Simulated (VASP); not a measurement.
# What spin-orbit coupling changes in TiSb, part 2 of 4

Aim: run bands, DOS and a relaxation of TiSb twice, without and with spin-orbit coupling. All runs use LDA. Left out of this account: 1 further run (self-consistent run: a reference on another mesh). The start is a cell from a database of measured crystal structures.

VASP 6.6.1, plane waves and PAW; the level of theory is named at each step.

Still holding for the runs below: The k-mesh is coarse for a metal.

So far. Step 2 (Bands along the symmetry lines (LDA)): There is no gap at this level.

**3. Band structure (LDA + SOC)**

This step: LDA, spin-orbit coupling; plane waves and PAW (Ti_sv, Sb) (VASP 6.6.1).

Levels along the symmetry lines show where the bands peak and cross; KPOINTS_OPT computes them in the converged potential. Spin-orbit coupling needs spinors and the noncollinear program, where each band holds one electron.

The input, INCAR:

```
SYSTEM = TiSb
PREC = Accurate
ENCUT = 400
EDIFF = 1E-06
NELM = 100
ISMEAR = -1
SIGMA = 0.05
LREAL = .FALSE.
ALGO = Normal
GGA = CA
LNONCOLLINEAR = .TRUE.
MAGMOM = 0 0 0 0 0 0 0 0 0 0 0 0
NBANDS = 46
GGA_COMPAT = .FALSE.
LASPH = .TRUE.
LSORBIT = .TRUE.
LMAXMIX = 4
LORBIT = 11
LWAVE = .FALSE.
LCHARG = .FALSE.
KPAR = 4
```

The input, POSCAR:

```
TiSb
1.0
    4.1033000000      0.0000000000      0.0000000000
   -2.0516500000      3.5535620393      0.0000000000
    0.0000000000      0.0000000000      6.2836000000
Ti Sb
2 2
Direct
    0.0000000000      0.0000000000      0.0000000000
    0.0000000000      0.0000000000      0.5000000000
    0.3333333333      0.6666666667      0.2500000000
    0.6666666667      0.3333333333      0.7500000000
```

The input, KPOINTS:

```
Automatic mesh
0
Gamma
7 7 4
0 0 0
```

The input, KPOINTS_OPT:

```
Line mode
16
Line-mode
Reciprocal
  0.00000000   0.00000000   0.00000000 GAMMA
  0.50000000   0.00000000   0.00000000 M

  0.50000000   0.00000000   0.00000000 M
  0.33333333   0.33333333   0.00000000 K

  0.33333333   0.33333333   0.00000000 K
  0.00000000   0.00000000   0.00000000 GAMMA

  0.00000000   0.00000000   0.00000000 GAMMA
  0.00000000   0.00000000   0.50000000 A

  0.00000000   0.00000000   0.50000000 A
  0.50000000   0.00000000   0.50000000 L

  0.50000000   0.00000000   0.50000000 L
  0.33333333   0.33333333   0.50000000 H

  0.33333333   0.33333333   0.50000000 H
  0.00000000   0.00000000   0.50000000 A

  0.50000000   0.00000000   0.50000000 L
  0.50000000   0.00000000   0.00000000 M

  0.33333333   0.33333333   0.00000000 K
  0.33333333   0.33333333   0.50000000 H
```

The projector-augmented-wave data sets are Ti_sv and Sb (LDA family, release 64).

Launch:

```sh
mpirun -np 4 vasp_ncl
```

The log of the run:

```text
[... set-up lines as in an earlier step ...]
 entering main loop
       N       E                     dE             d eps       ncg     rms          rms(c)
DAV:   1     0.346436840264E+03    0.34644E+03   -0.13320E+04  2224   0.125E+03
DAV:   2     0.134164888901E+02   -0.33302E+03   -0.32384E+03  2334   0.411E+02
DAV:   3    -0.275407034463E+02   -0.40957E+02   -0.40165E+02  3368   0.133E+02
DAV:   4    -0.322409702017E+02   -0.47003E+01   -0.46592E+01  3458   0.374E+01
DAV:   5    -0.325438486484E+02   -0.30288E+00   -0.30265E+00  3220   0.816E+00    0.138E+01
DAV:   6    -0.293188153236E+02    0.32250E+01   -0.35031E+01  2830   0.423E+01    0.597E+00
DAV:   7    -0.288201689736E+02    0.49865E+00   -0.63215E+00  2836   0.186E+01    0.351E+00
DAV:   8    -0.287690043801E+02    0.51165E-01   -0.51414E-01  3084   0.500E+00    0.114E+00
DAV:   9    -0.287613890946E+02    0.76153E-02   -0.65223E-02  2962   0.223E+00    0.530E-01
DAV:  10    -0.287615925702E+02   -0.20348E-03   -0.73703E-03  3266   0.661E-01    0.270E-01
DAV:  11    -0.287615978450E+02   -0.52747E-05   -0.26740E-03  2828   0.362E-01    0.673E-02
DAV:  12    -0.287615617688E+02    0.36076E-04   -0.27655E-04  3078   0.123E-01    0.208E-02
DAV:  13    -0.287615617869E+02   -0.18093E-07   -0.27478E-05  3194   0.316E-02    0.568E-03
DAV:  14    -0.287615617203E+02    0.66570E-07   -0.78952E-07  1894   0.927E-03
   1 F= -.28761562E+02 E0= -.28743445E+02  d E =-.362339E-01  mag=    -0.0000    -0.0000     0.0000
 Start KPOINTS_OPT (optional k-point list driver)
k-point batch [1-24\144]
       N       E                     dE             ncg
DAV:   1    -0.132747026798E+04   -0.14075E+05     2288
DAV:   2    -0.926897323866E+04   -0.79415E+04     2340
DAV:   3    -0.102332919020E+05   -0.96432E+03     3344
DAV:   4    -0.103589839732E+05   -0.12569E+03     3408
DAV:   5    -0.103690572414E+05   -0.10073E+02     3238
DAV:   6    -0.103693909007E+05   -0.33366E+00     3274
DAV:   7    -0.103694085867E+05   -0.17686E-01     3324
DAV:   8    -0.103694088405E+05   -0.25382E-03     3168
DAV:   9    -0.103694088499E+05   -0.93367E-05     2652
DAV:  10    -0.103694088501E+05   -0.19004E-06     1954
[...]
k-point batch [121-144\144]
       N       E                     dE             ncg
DAV:   1    -0.150346061877E+04   -0.24197E+05     2280
DAV:   2    -0.935072193218E+04   -0.78473E+04     2368
DAV:   3    -0.103088363996E+05   -0.95811E+03     3248
DAV:   4    -0.104234980122E+05   -0.11466E+03     3388
DAV:   5    -0.104326111845E+05   -0.91132E+01     3348
DAV:   6    -0.104329108880E+05   -0.29970E+00     3278
DAV:   7    -0.104329271112E+05   -0.16223E-01     3406
DAV:   8    -0.104329275552E+05   -0.44398E-03     3138
DAV:   9    -0.104329275820E+05   -0.26844E-04     2812
DAV:  10    -0.104329275837E+05   -0.16695E-05     1938
DAV:  11    -0.104329275839E+05   -0.18699E-06     1884
```

The job ended after 1.8 min (4 MPI ranks of Intel Xeon 6975P-C (Granite Rapids), shared host; peak memory 1.5 GiB).

OUTCAR, selected parts (step 3):

```text
 Found     24 irreducible k-points:

   k-points           NKPTS =     24   k-points in BZ     NKDIM =     24   number of bands    NBANDS=     46

   NELECT =      34.0000    total number of electrons

 E-fermi :   7.8186

 k-point     1 :       0.0000    0.0000    0.0000
  band No.  band energies     occupation
    ...
     32       7.5578      0.99460
     33       7.7939      0.62108
     34       7.7939      0.62108
     35       7.8159      0.51330
     36       7.8159      0.51330
     37       8.3387      0.00003
     38       8.3387      0.00003
     39       9.0140      0.00000
     40       9.0140      0.00000
     41       9.0338      0.00000
    ...

 k-point     2 :       0.1429   -0.0000    0.0000
  band No.  band energies     occupation
    ...
     30       6.9921      1.00000
     31       7.1148      1.00000
     32       7.1148      1.00000
     33       7.2135      0.99999
     34       7.2135      0.99999
     35       7.9259      0.10464
     36       7.9259      0.10464
     37       8.5135      0.00000
     38       8.5135      0.00000
     39       8.8498      0.00000
    ...

  Total       -4.8291879     -4.8291879     -4.7871024      0.0000000      0.0000000      0.0000000
  in kB      -84.4459798    -84.4459798    -83.7100493      0.0000000      0.0000000      0.0000000
  external PRESSURE =     -84.2006696 kB  Pullay stress =       0.0000000 kB

 POSITION                                       TOTAL-FORCE (eV/Angst)
 -----------------------------------------------------------------------------------
      0.00000      0.00000      0.00000        -0.000000      0.000000      0.000000
      0.00000      0.00000      3.14180        -0.000000      0.000000      0.000000
     -0.00000      2.36904      1.57090        -0.000000     -0.000000     -0.000000
      2.05165      1.18452      4.71270         0.000000      0.000000      0.000000
 -----------------------------------------------------------------------------------
    total drift:                               -0.000000      0.000000      0.000000

  FREE ENERGIE OF THE ION-ELECTRON SYSTEM (eV)
  ---------------------------------------------------
  free  energy   TOTEN  =       -28.7615617203 eV

  energy  without entropy=      -28.7253277947  energy(sigma->0) =      -28.74344476

 Spin-Orbit-Coupling matrix elements
 Ion:    1  E_soc:     -0.0134171
 Ion:    2  E_soc:     -0.0134171
 Ion:    3  E_soc:     -0.1270349
 Ion:    4  E_soc:     -0.1270349

 total charge
# of ion       s       p       d       tot
------------------------------------------
    1        2.160   6.093   1.926  10.179
    2        2.160   6.093   1.926  10.179
    3        1.124   1.389   0.040   2.553
    4        1.124   1.389   0.040   2.553
--------------------------------------------------
tot          6.569  14.964   3.931  25.465

 magnetization (x)
# of ion       s       p       d       tot
------------------------------------------
    1        0.000   0.000  -0.000  -0.000
    2        0.000   0.000  -0.000  -0.000
    3        0.000  -0.000   0.000   0.000
    4        0.000  -0.000   0.000   0.000
--------------------------------------------------
tot          0.000  -0.000  -0.000  -0.000

 magnetization (y)
# of ion       s       p       d       tot
------------------------------------------
    1       -0.000   0.000   0.000   0.000
    2        0.000   0.000   0.000   0.000
    3        0.000   0.000   0.000   0.000
    4        0.000   0.000   0.000   0.000
--------------------------------------------------
tot          0.000   0.000   0.000   0.000

 magnetization (z)
# of ion       s       p       d       tot
------------------------------------------
    1       -0.000  -0.000   0.000   0.000
    2       -0.000  -0.000   0.000   0.000
    3        0.000   0.000   0.000   0.000
    4        0.000   0.000   0.000   0.000
--------------------------------------------------
tot         -0.000  -0.000   0.000   0.000

[... 8 parts as in an earlier step ...]

[... 5 further parts left out ...]
```

At this level the cell is under a tension of 8.4 GPa, so at these settings it is away from equilibrium.

This step gave:

- bands: 46
- free energy (TOTEN): -28.76 eV
- energy at zero smearing: -28.74 eV
- Fermi energy: 7.819 eV
- pressure: -8.420 GPa

On-site spin-orbit energy by atom:

| atom | on-site spin-orbit energy (eV) |
| --- | --- |
| Ti1 | -0.013 |
| Ti2 | -0.013 |
| Sb3 | -0.127 |
| Sb4 | -0.127 |

Electronic bands along the path, in eV, zero at the Fermi level; # counts the bands kept, so #1 is VASP's band 17:

| point | #17 | #18 | #19 | #20 | #21 | #22 | #23 | #24 |
| --- | --- | --- | --- | --- | --- | --- | --- | --- |
| Γ | -0.03 | -0.03 | 0.00 | 0.00 | 0.52 | 0.52 | 1.20 | 1.20 |
| 0.53 of the way | -0.95 | -0.95 | 0.36 | 0.36 | 0.71 | 0.71 | 0.90 | 0.90 |
| M | -1.21 | -1.21 | 0.57 | 0.57 | 0.65 | 0.65 | 0.72 | 0.72 |
| 0.53 of the way | -0.30 | -0.30 | 0.54 | 0.54 | 0.66 | 0.66 | 0.80 | 0.80 |
| K | -0.06 | -0.06 | 0.52 | 0.52 | 0.58 | 0.58 | 0.97 | 0.97 |
| 0.47 of the way | -0.62 | -0.62 | 0.51 | 0.51 | 0.69 | 0.69 | 0.89 | 0.89 |
| Γ | -0.03 | -0.03 | 0.00 | 0.00 | 0.52 | 0.52 | 1.20 | 1.20 |
| 0.47 of the way | -0.15 | -0.15 | -0.14 | -0.14 | 0.64 | 0.64 | 0.74 | 0.74 |
| A | 0.24 | 0.24 | 0.24 | 0.24 | 0.24 | 0.24 | 0.24 | 0.24 |
| 0.53 of the way | -0.12 | -0.12 | -0.12 | -0.12 | 0.39 | 0.39 | 0.39 | 0.39 |
| L | -0.08 | -0.08 | -0.08 | -0.08 | 0.73 | 0.73 | 0.73 | 0.73 |
| 0.47 of the way | 0.07 | 0.07 | 0.07 | 0.07 | 0.77 | 0.77 | 0.79 | 0.79 |
| H | 0.23 | 0.23 | 0.24 | 0.24 | 0.55 | 0.55 | 0.55 | 0.55 |
| 0.53 of the way | 0.01 | 0.01 | 0.02 | 0.02 | 0.30 | 0.30 | 0.31 | 0.31 |
| A | 0.24 | 0.24 | 0.24 | 0.24 | 0.24 | 0.24 | 0.24 | 0.24 |
| jump to L | -0.08 | -0.08 | -0.08 | -0.08 | 0.73 | 0.73 | 0.73 | 0.73 |
| 0.47 of the way | -0.82 | -0.82 | 0.51 | 0.51 | 0.62 | 0.62 | 0.75 | 0.75 |
| M | -1.21 | -1.21 | 0.57 | 0.57 | 0.65 | 0.65 | 0.72 | 0.72 |
| jump to K | -0.06 | -0.06 | 0.52 | 0.52 | 0.58 | 0.58 | 0.97 | 0.97 |
| 0.53 of the way | 0.14 | 0.14 | 0.37 | 0.37 | 0.39 | 0.39 | 0.92 | 0.92 |
| H | 0.23 | 0.23 | 0.24 | 0.24 | 0.55 | 0.55 | 0.55 | 0.55 |

Of the projections kept (Ti, Sb), the largest for each band there; the rest of the weight can lie on other orbitals:

| point | #17 | #18 | #19 | #20 | #21 | #22 | #23 | #24 |
| --- | --- | --- | --- | --- | --- | --- | --- | --- |
| Γ | Ti 0.97 | Ti 0.97 | Ti 0.97 | Ti 0.97 | Sb 0.91 | Sb 0.91 | Ti 1.00 | Ti 1.00 |
| M | Ti 0.96 | Ti 0.96 | Ti 0.99 | Ti 0.99 | Ti 0.97 | Ti 0.97 | Ti 0.98 | Ti 0.98 |
| K | Ti 0.96 | Ti 0.96 | Ti 0.95 | Ti 0.95 | Ti 0.95 | Ti 0.95 | Ti 0.99 | Ti 0.99 |
| Γ | Ti 0.97 | Ti 0.97 | Ti 0.97 | Ti 0.97 | Sb 0.91 | Sb 0.91 | Ti 1.00 | Ti 1.00 |
| A | Ti 0.97 | Ti 0.97 | Ti 0.97 | Ti 0.97 | Ti 0.98 | Ti 0.98 | Ti 0.98 | Ti 0.98 |
| L | Ti 0.93 | Ti 0.93 | Ti 0.93 | Ti 0.93 | Ti 1.00 | Ti 1.00 | Ti 1.00 | Ti 1.00 |

There is no gap at this level. Without the coupling there was no gap either. The run took 4.6 times the core time, with 46 spinor bands against 31.

**4. Density of states (LDA)**

This step: LDA; plane waves and PAW (Ti_sv, Sb) (VASP 6.6.1).

Here the states are counted by energy and projected on the atoms.

The input, INCAR:

```
SYSTEM = TiSb
PREC = Accurate
ENCUT = 400
EDIFF = 1E-06
NELM = 100
ISMEAR = -5
SIGMA = 0.05
LREAL = .FALSE.
ALGO = Normal
GGA = CA
NBANDS = 31
LASPH = .TRUE.
LORBIT = 11
LWAVE = .FALSE.
LCHARG = .FALSE.
KPAR = 4
NEDOS = 2001
```

POSCAR is that of step 3.

KPOINTS is that of step 3.

Launch:

```sh
mpirun -np 4 vasp_std
```

The log of the run:

```text
[... set-up lines as in an earlier step ...]
 entering main loop
       N       E                     dE             d eps       ncg     rms          rms(c)
DAV:   1     0.316059980351E+03    0.31606E+03   -0.12924E+04  1488   0.925E+02
DAV:   2    -0.533456916987E+00   -0.31659E+03   -0.30441E+03  1600   0.310E+02
DAV:   3    -0.299614238976E+02   -0.29428E+02   -0.28781E+02  2279   0.903E+01
DAV:   4    -0.322846703633E+02   -0.23232E+01   -0.22809E+01  2140   0.209E+01
DAV:   5    -0.323920546218E+02   -0.10738E+00   -0.10722E+00  1934   0.339E+00    0.134E+01
DAV:   6    -0.292179227729E+02    0.31741E+01   -0.11760E+01  1728   0.310E+01    0.604E+00
DAV:   7    -0.286812166792E+02    0.53671E+00   -0.26423E+00  1635   0.151E+01    0.368E+00
DAV:   8    -0.286363634730E+02    0.44853E-01   -0.31312E-01  1768   0.467E+00    0.128E+00
DAV:   9    -0.286099924096E+02    0.26371E-01   -0.60152E-02  1700   0.258E+00    0.353E-01
DAV:  10    -0.286103767412E+02   -0.38433E-03   -0.36304E-03  2027   0.390E-01    0.265E-01
DAV:  11    -0.286103460305E+02    0.30711E-04   -0.44397E-04  1955   0.131E-01    0.103E-01
DAV:  12    -0.286101845274E+02    0.16150E-03   -0.23078E-04  1781   0.137E-01    0.141E-02
DAV:  13    -0.286101918578E+02   -0.73304E-05   -0.23056E-05  1729   0.353E-02    0.994E-03
DAV:  14    -0.286101899486E+02    0.19092E-05   -0.45775E-07  1313   0.542E-03    0.440E-03
DAV:  15    -0.286101919746E+02   -0.20260E-05   -0.41722E-07   990   0.660E-03    0.139E-03
DAV:  16    -0.286101916430E+02    0.33150E-06   -0.63637E-08   884   0.161E-03
   1 F= -.28610192E+02 E0= -.28610192E+02  d E =0.000000E+00
 -----------------------------------------------------------------------------
|                                                                             |
|           W    W    AA    RRRRR   N    N  II  N    N   GGGG   !!!           |
|           W    W   A  A   R    R  NN   N  II  NN   N  G    G  !!!           |
|           W    W  A    A  R    R  N N  N  II  N N  N  G       !!!           |
|           W WW W  AAAAAA  RRRRR   N  N N  II  N  N N  G  GGG   !            |
|           WW  WW  A    A  R   R   N   NN  II  N   NN  G    G                |
|           W    W  A    A  R    R  N    N  II  N    N   GGGG   !!!           |
|                                                                             |
|     Tetrahedron method does not include variations of the Fermi             |
|     occupations, so forces and stress will be inaccurate. We suggest        |
|     using a different smearing scheme ISMEAR = 1 or 2 for metals in         |
|     relaxations.                                                            |
|                                                                             |
 -----------------------------------------------------------------------------
```

The job ended after 6.6 s (4 MPI ranks; peak memory 0.69 GiB).

Parts of OUTCAR (step 4):

```text
 Found     24 irreducible k-points:

   NELECT =      34.0000    total number of electrons

 E-fermi :   7.8238

 k-point     1 :       0.0000    0.0000    0.0000
  band No.  band energies     occupation
    ...
     14       6.8029      2.00000
     15       7.5528      2.00000
     16       7.5528      2.00000
     17       7.7978      2.00000
     18       7.7978      1.26375
     19       8.7698      0.00000
     20       8.7698      0.00000
     21       9.0245      0.00000
     22       9.0245      0.00000
     23       9.4879      0.00000
    ...

 k-point     2 :       0.1429   -0.0000    0.0000
  band No.  band energies     occupation
    ...
     13       5.4059      2.00000
     14       6.3855      2.00000
     15       7.0519      2.00000
     16       7.1092      2.00000
     17       7.1730      2.00000
     18       7.9187     -0.09621
     19       8.5685      0.00000
     20       8.8457      0.00000
     21       8.9817      0.00000
     22       9.0205      0.00000
    ...

  Total       -4.8111841     -4.8111841     -4.9610914      0.0000000      0.0000000      0.0000000
  in kB      -84.1311559    -84.1311559    -86.7525214      0.0000000      0.0000000      0.0000000
  external PRESSURE =     -85.0049444 kB  Pullay stress =       0.0000000 kB

 POSITION                                       TOTAL-FORCE (eV/Angst)
 -----------------------------------------------------------------------------------
      0.00000      0.00000      0.00000        -0.000000      0.000000      0.000000
      0.00000      0.00000      3.14180        -0.000000      0.000000      0.000000
     -0.00000      2.36904      1.57090        -0.000000      0.000000      0.000000
      2.05165      1.18452      4.71270         0.000000     -0.000000     -0.000000
 -----------------------------------------------------------------------------------
    total drift:                               -0.000000      0.000000      0.000000

  FREE ENERGIE OF THE ION-ELECTRON SYSTEM (eV)
  ---------------------------------------------------
  free  energy   TOTEN  =       -28.6101916430 eV

  energy  without entropy=      -28.6101916430  energy(sigma->0) =      -28.61019164

 total charge
# of ion       s       p       d       tot
------------------------------------------
    1        2.160   6.093   1.925  10.178
    2        2.160   6.093   1.925  10.178
    3        1.125   1.387   0.040   2.551
    4        1.125   1.387   0.040   2.551
--------------------------------------------------
tot          6.570  14.960   3.929  25.459

[... 9 parts as in an earlier step ...]

[... 5 further parts left out ...]
```

With tetrahedra the forces and stress of a metal are not exact derivatives of the energy.

This step gave:

* SCF cycles: 16
* bands: 31
* free energy (TOTEN): -28.61 eV
* Fermi energy: 7.824 eV
* pressure: -8.500 GPa
* DOS at the Fermi level: 4.520 states/eV/cell

The density of states has structure finer than the step of the table below, so its rows give means over 0.5 eV, whole bins alone (the curve runs from -12.0 to 2.70 eV). Peaks (eV: height): total -1.88: 8.02, 0.60: 13.8, 1.18: 7.23, 2.41: 6.76; Ti d -1.88: 2.30, 0.60: 10.5, 1.18: 5.30, 2.41: 4.31; Sb p -4.20: 1.07, -2.31: 1.50, -1.88: 1.88, 2.41: 0.479; Ti p -4.20: 0.0966, -2.38: 0.155, -1.88: 0.236, 2.41: 0.109; Ti s -4.27: 0.272, -2.53: 0.0908, 0.60: 0.102, 0.96: 0.114.

States under -12.0 eV and over 2.7 eV are left out. Density of states against energy, zero at the Fermi level; means over each step; values in states/eV/cell:

| energy (eV) | total | Ti d | Sb p | Ti p | Ti s | Sb s | Sb d |
| --- | --- | --- | --- | --- | --- | --- | --- |
| -11.5 | 0 | 0 | 0 | 0 | 0 | 0 | 0 |
| -11.0 | 0.143 | 0 | 3.8e-4 | 5.8e-4 | 0.00691 | 0.0642 | 0 |
| -10.5 | 0.619 | 0.00116 | 0.00305 | 0.00537 | 0.0251 | 0.288 | 0 |
| -10.0 | 1.11 | 0.00662 | 0.00673 | 0.0152 | 0.0320 | 0.547 | 0 |
| -9.5 | 2.42 | 0.0344 | 0.0101 | 0.0430 | 0.0343 | 1.29 | 6.0e-4 |
| -9.0 | 3.69 | 0.112 | 0.00584 | 0.0550 | 0.0193 | 2.09 | 6.9e-4 |
| -8.5 | 0 | 0 | 0 | 0 | 0 | 0 | 0 |
| -8.0 | 0 | 0 | 0 | 0 | 0 | 0 | 0 |
| -7.5 | 0 | 0 | 0 | 0 | 0 | 0 | 0 |
| -7.0 | 0 | 0 | 0 | 0 | 0 | 0 | 0 |
| -6.5 | 0 | 0 | 0 | 0 | 0 | 0 | 0 |
| -6.0 | 0 | 0 | 0 | 0 | 0 | 0 | 0 |
| -5.5 | 0 | 0 | 0 | 0 | 0 | 0 | 0 |
| -5.0 | 0.120 | 0.00744 | 0.0260 | 0.00138 | 0.00938 | 0.00182 | 1.0e-4 |
| -4.5 | 2.51 | 0.163 | 0.551 | 0.0459 | 0.174 | 0.0391 | 0.00339 |
| -4.0 | 2.68 | 0.236 | 0.604 | 0.0602 | 0.126 | 0.0596 | 0.00376 |
| -3.5 | 1.82 | 0.219 | 0.417 | 0.0439 | 0.0662 | 0.0410 | 0.00451 |
| -3.0 | 1.87 | 0.272 | 0.433 | 0.0589 | 0.0511 | 0.0298 | 0.00690 |
| -2.5 | 4.89 | 1.08 | 1.16 | 0.138 | 0.0721 | 0.0218 | 0.0191 |
| -2.0 | 5.87 | 1.60 | 1.38 | 0.176 | 0.0253 | 0.0115 | 0.0248 |
| -1.5 | 3.40 | 1.10 | 0.704 | 0.0946 | 0.00909 | 0.00700 | 0.0221 |
| -1.0 | 1.02 | 0.509 | 0.107 | 0.0116 | 0.00385 | 0.00104 | 0.0130 |
| -0.5 | 2.19 | 1.37 | 0.0761 | 0.0121 | 0.00811 | 0.00201 | 0.0334 |
| 0.0 | 3.60 | 2.51 | 0.0489 | 0.0148 | 0.0120 | 0.00170 | 0.0610 |
| 0.5 | 8.15 | 6.19 | 0.139 | 0.0341 | 0.0453 | 0.0174 | 0.0798 |
| 1.0 | 6.77 | 5.06 | 0.246 | 0.0562 | 0.0691 | 0.0219 | 0.0491 |
| 1.5 | 4.76 | 3.35 | 0.283 | 0.0658 | 0.0592 | 0.0677 | 0.0426 |
| 2.0 | 3.06 | 2.06 | 0.217 | 0.0562 | 0.0317 | 0.0852 | 0.0329 |

Of the states within 0.3 eV of the Fermi level, the largest shares in the PAW spheres are Ti d 69 %. The rest lies in smaller channels or between the spheres.

[end of part 2 of 4]

[Lines on the potential files, build, host, timing and source positions are cut from VASP's logs without a mark.]

[Logs are printed without paths, hosts, clocks, repeated set-up lines and the standing remarks that a program may print on its own settings, such as how far it seeks lower states.]

[Hosts, paths, dates, database ids (printed as entryN), source tags and the programs' standing remarks are cut or masked in the printed files.]

[A measured line is paired with the nearest computed mode of its activity, which favours agreement.]
